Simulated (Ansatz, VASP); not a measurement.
## W2CCl2 (W2CCl2 MXene monolayer) in two plane-wave programs

Wanted: the spread between two codes on one cell, functional and k mesh. Of the first pair: The structure shown is the start of the Ansatz relaxation below; VASP solves that cell, so the two are compared at the walk's first step.

Calculated with Ansatz 0.2.0; plane waves, with VASP 6.6.1 beside it; single point at PBE with D3(BJ).

## (1) Starting point

The cell holds 5 atoms: 2 Cl, 2 W and 1 C. Cell: a = 3.125 Å, b = 3.125 Å, c = 42.763 Å, α = 90.0°, β = 90.0°, γ = 120.0°. Vacuum lies along c.

## (2) Ansatz: relaxation, PBE with D3(BJ)

Ansatz runs on its default PAW (the set named soft_2) files.

The two programs are compared at the cell with which this relaxation starts, whose forces are those of its first step.

Input file input.yaml:

```yaml
crystal:
  lattice:
    - [3.125408, 0.0, 0.0]
    - [-1.562704, 2.7066827252, 0.0]
    - [0.0, 0.0, 42.7631248253]
  atoms:
    - { symbol: Cl, position: [0.3333333333, 0.6666666667, 0.4314464875] }
    - { symbol: W, position: [0.6666666667, 0.3333333333, 0.4711620062] }
    - { symbol: C, position: [0.0, 0.0, 0.5] }
    - { symbol: W, position: [0.3333333333, 0.6666666667, 0.5288379938] }
    - { symbol: Cl, position: [0.6666666667, 0.3333333333, 0.5685535125] }
  periodic: [true, true, false]
kpoints:
  mp_grid: { grid: [12, 12, 1] }
hamiltonian:
  xc: pbe
  dispersion: d3bj
scf:
  occupations: { method: fermi_dirac, width: 0.05 }
  convergence: { dr2_threshold: 1.0e-09 }
relax:
  f_tol: 0.004
  max_steps: 90
  cell: {}
output:
  write_potential: true
  write_density: true
  volumetric_format: npy
```

Launch:

```
> ansatz run input.yaml --threads 2 --pin off --max-ram 3072MiB --backend cpu --events-out ev --progress --plain --runs-dir out
```

Numbers of over 12 decimals in the logs are rounded to 6 here.

The log of the run:

```text
Warning: relax.cell: scf.convergence.dr2_threshold = 1e-9 eV is looser than the 1.98697554066e-10 eV advised for a relaxation that steers and ends on the stress (1e-10 eV for each atom of the cell: 5, times the square of relax.cell.stress_2d_tol = 0.05 N/m over 15.9 Å (the atoms' height at the walk's start and 5 Å past either face), 3.152e-2 GPa, over a crystal's default 0.05). What an SCF threshold leaves in a stress goes as its square root, and in the free energy as the threshold itself, and one threshold admits the most on a small cell: [figures from the program's tests cut] Set scf.convergence.dr2_threshold to 1.98697554066e-10 eV or tighter. [rest of the remark cut]
Engine: ansatz 0.2.0, aarch64-unknown-linux-gnu
Pseudopotentials: kind: paw
Pseudopotential: Cl, paw, valence charge 7, recommended cutoff 420 eV (normal), Cl.paw.azcp
Pseudopotential: W, paw, valence charge 14, recommended cutoff 420 eV (normal), W.paw.azcp
Pseudopotential: C, paw, valence charge 4, recommended cutoff 420 eV (normal), C.paw.azcp
Functional definition: PBE
  parameter kappa = 0.804
  parameter beta = 0.066725
  exchange = pbe_x(kappa = kappa, mu = beta*pi^2/3)
  correlation = pbe_c(beta = beta)
Crystal: 5 atoms, lattice volume = 361.754 Å³
Basis set: ecut = 420 eV, 7031 PW (Γ), exchange–correlation on 48×48×576 points (8 copies of the dense FFT grid, shifted against one another)
Bands: 28, of which v1, the nominal top of the filled ones, is band 23 counted from 1 (22 counted from 0)
Symmetry: 12 space group operations
Space group: P-3m1 (ITA 164), of the structure as read, at distance tolerance 7.1e-5 Å
k-points: 19 of 144
Non-local potential: Cl, projectors of the file, l = 0: 2, l = 1: 2, l = 2: 2
Non-local potential: W, projectors of the file, l = 0: 3, l = 1: 2, l = 2: 2, l = 3: 1
Non-local potential: C, projectors of the file, l = 0: 2, l = 1: 2, l = 2: 1
PAW form: soft (Blöchl's): semilocal exchange-correlation on the pseudo side does not see the compensation charge
PAW one-centre angular grid: Cl, 110 points (default); XC on 64 Gauss nodes
PAW one-centre angular grid: W, 590 points (default); XC on 64 Gauss nodes
PAW one-centre angular grid: C, 110 points (default); XC on 64 Gauss nodes
Initial density: superposition of atomic densities (neutral atoms: chi_scale 0, normalization atom), corrected by the library's trained network
Initial wavefunctions: pseudopotential atomic-orbital guess
Functional: x = pbe(κ = 0.804, μ = 0.219515), c = pbe(β = 0.066725)
SCF iter   1: F=—  HF=-23180.853760 eV  |F-HF|=—  |Δ(HF+E_count)|=         —  Δρ=6.97e-3  dr2=8.99e-1  ethr=1.77e-3  ⟨swp⟩=14.0  Hψ=4150  notcnv=0
preconditioner: auto → LDOS  [metal: Δε(μ)=0.075 eV  Ē_g=8.820 eV  σ=0.050 eV  W_gap=0.36  n_scr=26 (ndim 8)  ℏωp=10.7 eV  f_vac=0.777  D(μ)=3.72/eV (n_scr^D=18)  β→1.0]
SCF iter   2: F=—  HF=-23180.739894 eV  |F-HF|=—  |Δ(HF+E_count)|=   1.14e-1  Δρ=2.44e-3  dr2=4.37e-2  ethr=1.77e-3  ⟨swp⟩=3.4  Hψ=1007  notcnv=0
SCF iter   3: F=—  HF=-23180.737135 eV  |F-HF|=—  |Δ(HF+E_count)|=   2.76e-3  Δρ=1.30e-3  dr2=1.47e-2  ethr=9.49e-5  ⟨swp⟩=3.2  Hψ=1289  notcnv=0
SCF iter   4: F=—  HF=-23180.735150 eV  |F-HF|=—  |Δ(HF+E_count)|=   1.98e-3  Δρ=4.54e-4  dr2=1.26e-3  ethr=3.20e-5  ⟨swp⟩=3.2  Hψ=1124  notcnv=0
SCF iter   5: F=—  HF=-23180.734855 eV  |F-HF|=—  |Δ(HF+E_count)|=   2.95e-4  Δρ=1.06e-4  dr2=6.54e-5  ethr=2.75e-6  ⟨swp⟩=3.5  Hψ=1259  notcnv=0
SCF iter   6: F=—  HF=-23180.734889 eV  |F-HF|=—  |Δ(HF+E_count)|=   3.37e-5  Δρ=2.83e-5  dr2=2.42e-6  ethr=1.42e-7  ⟨swp⟩=3.6  Hψ=1237  notcnv=0
SCF iter   7: F=—  HF=-23180.734886 eV  |F-HF|=—  |Δ(HF+E_count)|=   2.42e-6  Δρ=5.07e-6  dr2=7.81e-8  ethr=5.25e-9  ⟨swp⟩=3.7  Hψ=1382  notcnv=0
SCF iter   8: F=—  HF=-23180.734887 eV  |F-HF|=—  |Δ(HF+E_count)|=   1.92e-7  Δρ=1.32e-6  dr2=3.82e-9  ethr=1.70e-10  ⟨swp⟩=3.6  Hψ=1326  notcnv=0
SCF iter   9: F=-23180.734887 eV  HF=-23180.734887 eV  |F-HF|=6.34e-9  |Δ(HF+E_count)|=   4.11e-8  Δρ=3.07e-7  dr2=2.85e-10  ethr=2.17e-12  ⟨swp⟩=14.9  Hψ=5595  notcnv=0
SCF 1 converged in 9 iterations: F = -23180.734887 eV  dr2 = 2.85e-10
  greatest PAW one-centre occupation: 0.999 electrons in one spin orbital (limit 2), on the W atom at site 3 (counted from 0), in its partial waves of l = 0
[...]
Crystal: 5 atoms, lattice volume = 416.705 Å³
iter 1 solved again at ethr=9.50e-8 eV; its pass at ethr=3.10e-3 eV (dr2=4.37e-5 eV) is discarded
SCF iter   1: F=—  HF=-23181.972744 eV  |F-HF|=—  |Δ(HF+E_count)|=         —  Δρ=8.55e-5  dr2=4.01e-5  ethr=9.50e-8  ⟨swp⟩=4.3  Hψ=4552  notcnv=0
preconditioner: auto → LDOS  [metal: Δε(μ)=0.066 eV  Ē_g=8.822 eV  σ=0.050 eV  W_gap=0.30  n_scr=24 (ndim 8)  ℏωp=10.0 eV  f_vac=0.790  D(μ)=2.37/eV (n_scr^D=12)  β→1.0]
SCF iter   2: F=—  HF=-23181.972734 eV  |F-HF|=—  |Δ(HF+E_count)|=   9.59e-6  Δρ=2.95e-5  dr2=3.82e-6  ethr=8.71e-8  ⟨swp⟩=3.1  Hψ=916  notcnv=0
SCF iter   3: F=—  HF=-23181.972723 eV  |F-HF|=—  |Δ(HF+E_count)|=   1.06e-5  Δρ=5.36e-6  dr2=2.11e-7  ethr=8.31e-9  ⟨swp⟩=3.5  Hψ=1115  notcnv=0
SCF iter   4: F=—  HF=-23181.972724 eV  |F-HF|=—  |Δ(HF+E_count)|=   2.62e-7  Δρ=1.56e-6  dr2=1.43e-8  ethr=4.58e-10  ⟨swp⟩=3.5  Hψ=1229  notcnv=0
SCF iter   5: F=-23181.972724 eV  HF=-23181.972724 eV  |F-HF|=1.31e-8  |Δ(HF+E_count)|=   2.98e-8  Δρ=4.32e-7  dr2=4.03e-10  ethr=2.17e-12  ⟨swp⟩=12.4  Hψ=5807  notcnv=0
SCF 14 converged in 5 iterations: F = -23181.972724 eV  dr2 = 4.03e-10
relax step  14: F+E_penalty+E_count = -23181.97272373 eV  Δ(F+E_penalty+E_count) = -5.818e-6 eV  max|allowed force component| = 2.475e-4 eV/Å  Δτ_max = 0.0016 Å  P = +0.005 N/m  Ω = 416.705 Å³  energy of the carried Pulay correction = -6.701e-5 eV  fix = [c, alpha, beta]  reactions: c +0.000 N/m  (5 SCF iters, accepted)
iter 1 solved again at ethr=8.10e-8 eV; its pass at ethr=3.10e-3 eV (dr2=3.73e-5 eV) is discarded
SCF iter   1: F=—  HF=-23181.972622 eV  |F-HF|=—  |Δ(HF+E_count)|=         —  Δρ=1.11e-5  dr2=1.37e-8  ethr=8.10e-8  ⟨swp⟩=7.3  Hψ=7346  notcnv=0
preconditioner: auto → LDOS  [metal: Δε(μ)=0.067 eV  Ē_g=8.822 eV  σ=0.050 eV  W_gap=0.30  n_scr=24 (ndim 8)  ℏωp=10.0 eV  f_vac=0.790  D(μ)=2.37/eV (n_scr^D=12)  β→1.0]
SCF iter   2: F=—  HF=-23181.972797 eV  |F-HF|=—  |Δ(HF+E_count)|=   1.74e-4  Δρ=6.89e-7  dr2=1.32e-9  ethr=2.97e-11  ⟨swp⟩=6.6  Hψ=2282  notcnv=0
SCF iter   3: F=-23181.972797 eV  HF=-23181.972797 eV  |F-HF|=1.17e-7  |Δ(HF+E_count)|=   1.11e-7  Δρ=2.17e-7  dr2=2.94e-10  ethr=2.17e-12  ⟨swp⟩=21.1  Hψ=5845  notcnv=0
SCF 15 converged in 3 iterations: F = -23181.972797 eV  dr2 = 2.94e-10
relax step  15: F+E_penalty+E_count = -23181.97279675 eV  Δ(F+E_penalty+E_count) = -7.301e-5 eV  max|allowed force component| = 2.559e-4 eV/Å  Δτ_max = 0.0000 Å  P = +0.005 N/m  Ω = 416.705 Å³  fix = [c, alpha, beta]  reactions: c +0.000 N/m  stress off target by 4.82e-3 N/m on what of the cell is left free  SCF on the basis re-selected at this cell (its energy is not comparable with the rows above)  (3 SCF iters)
basis re-selected at this cell: Δ(F+E_penalty+E_count) = -7.301e-5 eV, ΔP = +0.000 N/m vs the last step (what re-selecting the basis moved, of the pressure what is left beyond the Pulay correction that the steps carried, after the strain that the cell walked since its last selection, with what the two solves' SCF thresholds leave and, on support functions, any second-order correction that the steps lacked; it is no m [...]
WARN: The input density's exchange-correlation potential varies sharply where the density is thin. Do not read a vacuum level from v_tot or v_xc, or from such a field of the output density. On a cell that repeats whose density bears no net charge and no dipole along the vacuum's axis use v_es (v_loc + v_h of the components); under efield.dipole_correction with no amplitude use v_es + v_field, which holds any external [...]
SCF converged after 3 iterations
Free energy (F): -23181.972797 eV
Harris-Foulkes:  -23181.972797 eV  (|F-HF|=1.17e-7)
Internal energy: -23181.953763 eV  (E = F + TS)
E sigma→0 (E₀):  -23181.963280 eV
Entropy (-TS):   -0.019034 eV (-3.807 meV/atom)
Fermi energy:    -3.971083 eV
--- Per-component energies (eV) ---
  E_band       = -1171.638697
  E_kinetic    = 1318.004307
  E_local      = -173080.840382  (includes V_loc(G=0)·N_el)
  E_nonlocal   = 87.302454
  E_hartree    = 85768.699331
  E_xc         = -796.656613
  E_vxc        = -781.991956  (∫ρ·V_xc dr)
  E_paw        = -18543.571549  (= ΣΔE_a)
  E_vpaw       = -251.511879  (= ΣTr[D̂ρ^β])
  E_aug_tail   = 0.000057  (compensation charges beyond the density's cutoff)
  E_ewald      = 82066.598717
  E_disp       = -1.490085  (pairwise vdW)
  E_smearing   = -0.019034  (= −TS)
  E_closure    = 0.000000  (closes the sum)
  Σ components = -23181.972797   (vs F -23181.972797, Δ=0.00e0)
--- Forces (eV/Å), atoms counted from 1 ---
  atom   1  Cl     0.00000000     0.00000000     0.00025589
  atom   2  W     -0.00000000    -0.00000000     0.00023245
  atom   3  C     -0.00000000    -0.00000000     0.00000000
  atom   4  W      0.00000000     0.00000000    -0.00023245
  atom   5  Cl    -0.00000000    -0.00000000    -0.00025589
  max |Σ_I F_I| component: 1.85e-17 eV/Å
--- 2D stress c σ (N/m, compression-positive) ---
        0.004823      -0.000000      -0.000000
       -0.000000       0.004823      -0.000000
       -0.000000      -0.000000       0.000000
  P = ½ c Tr σ = 0.0048 N/m
--- Band table (eV; the first three rows and the last of 19) ---
  k-point 0: bands = [... 19 lower, -7.6526, -7.3661, -7.3661, -4.1108, -3.5539, -3.2998, -3.2998, -2.4374, ... 1 higher]
  k-point 1: bands = [... 19 lower, -7.9330, -7.2759, -7.0694, -4.1706, -3.7159, -3.2918, -2.9004, -2.4420, ... 1 higher]
  k-point 2: bands = [... 19 lower, -8.2084, -7.4419, -6.6449, -4.4381, -3.8894, -3.2648, -2.4121, -2.0714, ... 1 higher]
  k-point 18: bands = [... 19 lower, -8.4865, -6.0758, -5.9403, -5.9403, -2.7656, -2.7656, -2.4031, -0.9193, ... 1 higher]
  the weakly bound empty levels are not read free of the cell's end (no_gap_told)
--- Relaxed structure (13 steps of the walk, 11 accepted, 2 SCFs on fresh bases) ---
  F+E_penalty+E_count = -23181.97279675 eV   max|allowed force component| = 2.559e-4 eV/Å   (the final SCF, on the basis selected at the relaxed cell)
  cell:  # Å, volume = 416.7046 Å³
    - [3.354394, 0.0, 0]
    - [-1.677197, 2.904991, 0]
    - [0, 0, 42.7631248253]
  atoms:
    - { symbol: Cl, position: [0.333333, 0.666667, 0.436261] }
    - { symbol: W, position: [0.666667, 0.333333, 0.478487] }
    - { symbol: C, position: [0, 0, 0.5] }
    - { symbol: W, position: [0.333333, 0.666667, 0.521513] }
    - { symbol: Cl, position: [0.666667, 0.333333, 0.563739] }
```

## (3) VASP: single point, PBE with D3(BJ), start cell, pair 1

The same cell, functional, mesh and smearing now go to VASP, with its own data sets.

Lines of VASP's logs that name or quote its potential files are left out, and so is its time.

Input file INCAR:

```
SYSTEM = W2CCl2
PREC = Accurate
ENCUT = 520
EDIFF = 1E-06
NELM = 120
ISMEAR = -1
SIGMA = 0.05
LREAL = .FALSE.
ALGO = Normal
GGA = PE
IVDW = 12
NBANDS = 21
LASPH = .TRUE.
LORBIT = 11
LWAVE = .FALSE.
LCHARG = .FALSE.
ISIF = 2
LDIPOL = .TRUE.
IDIPOL = 3
DIPOL = 0.5 0.5 0.5
LVHAR = .TRUE.
GGA_COMPAT = .FALSE.
NELMDL = -8
KPAR = 2
```

Input file POSCAR:

```
W2CCl2
1.0
    3.1254080000      0.0000000000      0.0000000000
   -1.5627040000      2.7066830000      0.0000000000
    0.0000000000      0.0000000000     42.7631250000
Cl W C
2 2 1
Direct
    0.3333333333      0.6666666667      0.4314464857
    0.6666666667      0.3333333333      0.5685535143
    0.6666666667      0.3333333333      0.4711620117
    0.3333333333      0.6666666667      0.5288379883
    0.0000000000      0.0000000000      0.5000000000
```

Input file KPOINTS:

```
Automatic mesh
0
Gamma
12 12 1
0 0 0
```

Potentials, in the order of the species: Cl, W and C (PBE family, release 64).

Launch:

```
> mpirun -np 2 vasp_std
```

The log of the run:

```text
[banner, memory and clock lines left out]
running    2 mpi-ranks, on    1 nodes
 distrk:  each k-point on    1 cores,    2 groups
 distr:  one band on    1 cores,    1 groups

 POSCAR found type information on POSCAR ClW C
 POSCAR found :  3 types and       5 ions
 LDA part: xc-table for (Slater+PW92), standard interpolation
 POSCAR, INCAR and KPOINTS ok, starting setup
 FFT: planning ... GRIDC
 FFT: planning ... GRID_SOFT
 FFT: planning ... GRID
 WAVECAR not read
 entering main loop
       N       E                     dE             d eps       ncg     rms          rms(c)
DAV:   1     0.262273576185E+03    0.26227E+03   -0.10026E+04   830   0.104E+03
DAV:   2    -0.150693463394E+00   -0.26242E+03   -0.25223E+03  1272   0.209E+02
DAV:   3    -0.417229099558E+02   -0.41572E+02   -0.40700E+02   992   0.100E+02
DAV:   4    -0.433324935746E+02   -0.16096E+01   -0.15618E+01  1146   0.229E+01
DAV:   5    -0.433829731020E+02   -0.50480E-01   -0.48180E-01  1131   0.356E+00
DAV:   6    -0.433847605127E+02   -0.17874E-02   -0.17723E-02  1188   0.650E-01
DAV:   7    -0.433848395576E+02   -0.79045E-04   -0.79006E-04  1162   0.124E-01
DAV:   8    -0.433848443141E+02   -0.47565E-05   -0.47554E-05  1084   0.294E-02    0.391E+01
DAV:   9    -0.385107700098E+02    0.48741E+01   -0.27580E+01  1131   0.262E+01    0.153E+01
DAV:  10    -0.384402051595E+02    0.70565E-01   -0.18261E+00   961   0.894E+00    0.709E+00
DAV:  11    -0.384243965397E+02    0.15809E-01   -0.34459E-01   997   0.307E+00    0.764E-01
DAV:  12    -0.384078027691E+02    0.16594E-01   -0.71687E-02  1083   0.149E+00    0.519E-01
DAV:  13    -0.384080410785E+02   -0.23831E-03   -0.66549E-03   981   0.518E-01    0.387E-01
DAV:  14    -0.384076165586E+02    0.42452E-03   -0.22400E-03  1053   0.243E-01    0.243E-01
[...]
DAV:  19    -0.384077554326E+02   -0.79816E-04   -0.17265E-05  1033   0.181E-02    0.655E-03
DAV:  20    -0.384078318869E+02   -0.76454E-04   -0.76481E-06   942   0.990E-03    0.285E-03
DAV:  21    -0.384078700983E+02   -0.38211E-04   -0.37682E-06   916   0.640E-03    0.227E-03
DAV:  22    -0.384078865493E+02   -0.16451E-04   -0.11094E-06   756   0.403E-03    0.957E-04
DAV:  23    -0.384079016651E+02   -0.15116E-04   -0.63088E-07   712   0.276E-03    0.204E-03
DAV:  24    -0.384079054033E+02   -0.37382E-05   -0.96830E-08   624   0.136E-03    0.599E-04
DAV:  25    -0.384079076365E+02   -0.22331E-05   -0.78782E-08   599   0.106E-03    0.544E-04
DAV:  26    -0.384079084792E+02   -0.84267E-06   -0.44517E-08   594   0.827E-04
   1 F= -.40034424E+02 E0= -.40018029E+02  d E =-.327898E-01
```

Parts of OUTCAR (step 3):

```text
ion  position               nearest neighbor table
   1  0.333  0.667  0.431-   3 2.48   3 2.48   3 2.48
   2  0.667  0.333  0.569-   4 2.48   4 2.48   4 2.48
   3  0.667  0.333  0.471-   5 2.19   5 2.19   5 2.19   1 2.48   1 2.48   1 2.48   4 3.06   4 3.06
                             4 3.06
   4  0.333  0.667  0.529-   5 2.19   5 2.19   5 2.19   2 2.48   2 2.48   2 2.48   3 3.06   3 3.06
                             3 3.06
   5  0.000  0.000  0.500-   3 2.19   4 2.19   3 2.19   4 2.19   3 2.19   4 2.19

  LATTYP: Found a hexagonal cell.
 ALAT       =     3.1254080000
 C/A-ratio  =    13.6824136241

 Subroutine GETGRP returns: Found 12 space group operations
 (whereof 12 operations were pure point group operations)

The static configuration has the point symmetry D_3d.

 Found     19 irreducible k-points:

   k-points           NKPTS =     19   k-points in BZ     NKDIM =     19   number of bands    NBANDS=     21

   dimension x,y,z NGX =    24 NGY =   24 NGZ =  320
   dimension x,y,z NGXF=    48 NGYF=   48 NGZF=  640

   ENCUT  =  520.0 eV  38.22 Ry    6.18 a.u.   5.81  5.81 79.51*2*pi/ulx,y,z

   NELECT =      30.0000    total number of electrons

 k-points in reciprocal lattice and weights: Automatic mesh
   0.00000000  0.00000000  0.00000000       0.007
   0.08333333  0.00000000  0.00000000       0.042
   0.16666667  0.00000000  0.00000000       0.042
   0.25000000  0.00000000  0.00000000       0.042
   0.33333333  0.00000000  0.00000000       0.042
   0.41666667  0.00000000  0.00000000       0.042
   0.50000000  0.00000000  0.00000000       0.021
   0.08333333  0.08333333  0.00000000       0.042
   0.16666667  0.08333333  0.00000000       0.083
[...]
0.33333333  0.25000000  0.00000000       0.083
   0.33333333  0.33333333  0.00000000       0.014

 dipolmoment           0.000000      0.000000     -0.000000 electrons x Angstroem

 average (electrostatic) potential at core
       1 -99.5399       2 -99.5399       3 -48.1290       4 -48.1290       5 -57.0772

 E-fermi :  -1.1640

 k-point     1 :       0.0000    0.0000    0.0000
  band No.  band energies     occupation
    ...
     13      -3.8248      2.00000
     14      -3.2538      2.00000
     15      -3.2538      2.00000
     16      -1.1985      1.33204
     17      -1.1985      1.33203
     18      -1.0280      0.12356
     19      -1.0280      0.12356
     20      -0.5283      0.00001
     21       1.5536      0.00000

 k-point     2 :       0.0833    0.0000    0.0000
  band No.  band energies     occupation
    ...
     13      -3.7498      2.00000
     14      -3.2114      2.00000
     15      -3.0106      2.00000
     16      -1.2400      1.64100
     17      -1.1557      0.91750
     18      -1.0587      0.21720
     19      -0.9525      0.02869
     20      -0.1267      0.00000
     21       1.7699      0.00000

 k-point     3 :       0.1667    0.0000    0.0000
  band No.  band energies     occupation
    ...
     13      -4.1663      2.00000
     14      -2.8802      2.00000
     15      -2.5145      2.00000
     16      -1.3980      1.98163
     17      -1.1285      0.65980
     18      -0.8881      0.00799
     19      -0.5787      0.00002
     20       0.7101      0.00000
     21       2.2730      0.00000

 Edisp (eV)   -1.62652

  Total      -1.63649    -1.63649     3.91339     0.00000     0.00000    -0.00000
  in kB      -7.24787    -7.24787    17.33204     0.00000     0.00000    -0.00000
  external pressure =        0.95 kB  Pullay stress =        0.00 kB

  energy-cutoff  :      520.00
  volume of cell :      361.75
      direct lattice vectors                 reciprocal lattice vectors
     3.125408000  0.000000000  0.000000000     0.319958226  0.184727949  0.000000000
    -1.562704000  2.706683000  0.000000000     0.000000000  0.369455899  0.000000000
     0.000000000  0.000000000 42.763125000     0.000000000  0.000000000  0.023384633

 POSITION                                       TOTAL-FORCE (eV/Angst)
 -----------------------------------------------------------------------------------
     -0.00000      1.80446     18.45000        -0.000000      0.000000     -1.504584
      1.56270      0.90223     24.31313         0.000000     -0.000000      1.504584
      1.56270      0.90223     20.14836        -0.000000     -0.000000      1.971834
     -0.00000      1.80446     22.61476        -0.000000      0.000000     -1.971834
      0.00000      0.00000     21.38156        -0.000000      0.000000     -0.000000
 -----------------------------------------------------------------------------------
    total drift:                                0.000000      0.000000     -0.000000

  FREE ENERGIE OF THE ION-ELECTRON SYSTEM (eV)
  ---------------------------------------------------
  free  energy   TOTEN  =       -40.0344236804 eV

  energy  without entropy=      -40.0016338309  energy(sigma->0) =      -40.01802876

 vacuum level on the upper side and lower side of the slab         2.397         2.397

 total charge
# of ion       s       p       d       tot
------------------------------------------
    1        1.609   3.527   0.000   5.136
    2        1.609   3.527   0.000   5.136
    3        0.509   0.621   4.281   5.411
    4        0.509   0.621   4.281   5.411
    5        0.848   1.568   0.000   2.415
--------------------------------------------------
tot          5.083   9.864   8.562  23.510

[... 3 further parts left out ...]
```

This run has no spin polarisation, so a moment on W, if there is one, isn't seen. The data set W keeps the semicore shell frozen, which is cheaper and a little less accurate.

(Part 1 of 2 ends here.)

[Lines on the potential files, build, host, timing and source positions are cut from VASP's logs without a mark.]

[Logs are printed without paths, hosts, clocks, repeated set-up lines and the standing remarks that a program may print on its own settings, such as how far it seeks lower states.]

[Hosts, paths, dates, database ids (printed as entryN), source tags and the programs' standing remarks are cut or masked in the printed files.]
